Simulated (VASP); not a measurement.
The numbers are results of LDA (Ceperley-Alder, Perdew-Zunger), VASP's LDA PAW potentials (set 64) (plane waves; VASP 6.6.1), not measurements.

The input files of a VASP run:

### INCAR
```
! general
SYSTEM  =  BN
PREC    =  Accurate
ENCUT   =  520
LREAL   =  .FALSE.   ! projection in real space or not
LASPH   =  .TRUE.   ! aspherical one-centre terms
ICHARG  =  11   ! fixed density

! electronic loop
EDIFF   =  1E-7   ! SCF stop (eV)
NELM    =  100   ! most electronic steps
ALGO    =  Normal

! smearing
ISMEAR  =  0
SIGMA   =  0.05

! output
LWAVE   =  .FALSE.
LCHARG  =  .FALSE.
LORBIT  =  11   ! lm-projected
```

**KPOINTS**
```
k-points along high-symmetry lines
10
Line-mode
Reciprocal
  0.000000   0.000000   0.000000 ! GAMMA
 -0.000000   0.500000   0.000000 ! M

 -0.000000   0.500000   0.000000 ! M
 -0.333333   0.666667   0.000000 ! K

 -0.333333   0.666667   0.000000 ! K
  0.000000   0.000000   0.000000 ! GAMMA

  0.000000   0.000000   0.000000 ! GAMMA
  0.000000   0.000000   0.500000 ! A

  0.000000   0.000000   0.500000 ! A
 -0.000000   0.500000   0.500000 ! L

 -0.000000   0.500000   0.500000 ! L
 -0.333333   0.666667   0.500000 ! H

 -0.333333   0.666667   0.500000 ! H
  0.000000   0.000000   0.500000 ! A

 -0.000000   0.500000   0.500000 ! L
 -0.000000   0.500000   0.000000 ! M

 -0.333333   0.666667   0.500000 ! H
 -0.333333   0.666667   0.000000 ! K
```

File POSCAR:
```
BN
1
    1.2626914989    -2.1870460443     0.0000000000
    1.2626914989     2.1870460443     0.0000000000
    0.0000000000    -0.0000000000     4.1782425447
B N
2 2
Direct
  0.6666670000   0.3333330000   0.5003026567
  0.3333330000   0.6666670000   0.0003026567
  0.6666670000   0.3333330000   0.8746973433
  0.3333330000   0.6666670000   0.3746973433
```

POTCAR, in this order: B N (LDA.64 set). Program: vasp_std. Read from the step before: CHGCAR.

The run wrote:

### OUTCAR
```
 ion  position               nearest neighbor table
   1  0.667  0.333  0.500-   4 1.55   4 1.55   4 1.55   3 1.56
   2  0.333  0.667  0.000-   3 1.55   3 1.55   3 1.55   4 1.56
   3  0.667  0.333  0.875-   2 1.55   2 1.55   2 1.55   1 1.56
   4  0.333  0.667  0.375-   1 1.55   1 1.55   1 1.55   2 1.56
  LATTYP: Found a hexagonal cell.
 ALAT       =     2.5253831831
 C/A-ratio  =     1.6544984431
 Subroutine PRICEL returns:
 Original cell was already a primitive cell.
 Subroutine GETGRP returns: Found 12 space group operations
The static configuration has the point symmetry C_3v.
 The point group associated with its full space group is C_6v.
The dynamic configuration has the point symmetry C_3v.
 Subroutine INISYM returns: Found 12 space group operations
   k-points           NKPTS =     90   k-points in BZ     NKDIM =     90   number of bands    NBANDS=     12
   number of dos      NEDOS =    301   number of ions     NIONS =      4
   total plane-waves  NPLWV =  12800
   dimension x,y,z NGX =    20 NGY =   20 NGZ =   32
   dimension x,y,z NGXF=    40 NGYF=   40 NGZF=   64
   ions per type =               2   2
   PREC   = accura    normal or accurate (medium, high low for compatibility)
   ISTART =      0    job   : 0-new  1-cont  2-samecut
   ICHARG =     11    charge: 1-file 2-atom 10-const
   ISPIN  =      1    spin polarized calculation?
...
```

File OSZICAR:
```
       N       E                     dE             d eps       ncg     rms          rms(c)
DAV:   1     0.429786066420E+02    0.42979E+02   -0.86897E+03  2168   0.129E+03
DAV:   2    -0.347466308112E+02   -0.77725E+02   -0.71452E+02  2988   0.246E+02
DAV:   3    -0.370692179646E+02   -0.23226E+01   -0.23085E+01  2872   0.403E+01
DAV:   4    -0.370816133225E+02   -0.12395E-01   -0.12386E-01  2600   0.308E+00
DAV:   5    -0.370817522827E+02   -0.13896E-03   -0.13892E-03  2740   0.284E-01
DAV:   6    -0.370817556847E+02   -0.34020E-05   -0.34013E-05  2632   0.337E-02
DAV:   7    -0.370817558005E+02   -0.11584E-06   -0.11642E-06  2480   0.515E-03
DAV:   8    -0.370817558058E+02   -0.52230E-08   -0.52248E-08  1984   0.889E-04
   1 F= -.37081756E+02 E0= -.37081756E+02  d E =-.904721E-18
```

File OUTCAR:
```
 val. band max:        7.8529688178   @ k =  -0.0000   0.0000   0.0000

 cond. band min:      12.7612868052   @ k =  -0.3333   0.6667   0.0000



 k-point     1 :       0.0000    0.0000    0.0000
  band No.  band energies     occupation
      1     -12.6714      2.00000
      2      -8.3451      2.00000
      3      -3.3256      2.00000
      4       5.6692      2.00000
      5       5.6692      2.00000
      6       7.5577      2.00000
      7       7.8529      2.00000
      8       7.8530      2.00000
      9      16.1823      0.00000
     10      16.1823      0.00000
     11      16.4688      0.00000
     12      17.7495      0.00000

 k-point     2 :       0.0000    0.0556    0.0000
  band No.  band energies     occupation
      1     -12.6026      2.00000
      2      -8.2913      2.00000
      3      -3.2578      2.00000
      4       5.3490      2.00000
      5       5.5338      2.00000
      6       7.4857      2.00000
      7       7.5953      2.00000
      8       7.7802      2.00000
      9      16.0629      0.00000
     10      16.3254      0.00000
     11      16.6065      0.00000
     12      17.9602      0.00000

 k-point     3 :       0.0000    0.1111    0.0000
  band No.  band energies     occupation
      1     -12.3970      2.00000
      2      -8.1333      2.00000
      3      -3.0557      2.00000
      4       4.4869      2.00000
      5       5.1746      2.00000
      6       6.8787      2.00000
      7       7.2855      2.00000
      8       7.5676      2.00000
      9      15.8313      0.00000
     10      16.7132      0.00000
     11      16.8566      0.00000
     12      18.5245      0.00000

 k-point     4 :       0.0000    0.1667    0.0000
  band No.  band energies     occupation
      1     -12.0573      2.00000
      2      -7.8807      2.00000
      3      -2.7227      2.00000
      4       3.2911      2.00000
      5       4.6910      2.00000
      6       5.8661      2.00000
      7       6.9437      2.00000
...
```

The density is held fixed in this step, so its total energy and stress have no physical meaning.

The compound is BN in the wurtzite structure, a metastable high-pressure form. It was relaxed first.
